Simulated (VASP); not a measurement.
Computed with PBEsol GGA, VASP's PBE PAW potentials (set 64) (plane waves; VASP). Each cell was relaxed at this level, without spin-orbit coupling.

Which of these comes out without a gap?
A. NaH, Fm-3m (225)
B. Ge, Fd-3m (227)
C. K2S, Fm-3m (225)
D. AgBr, Fm-3m (225)

B, Ge, Fd-3m (227). The others have gaps of 3.63 eV (NaH, Fm-3m (225)), 0.50 eV (AgBr, Fm-3m (225)), 2.35 eV (K2S, Fm-3m (225)).
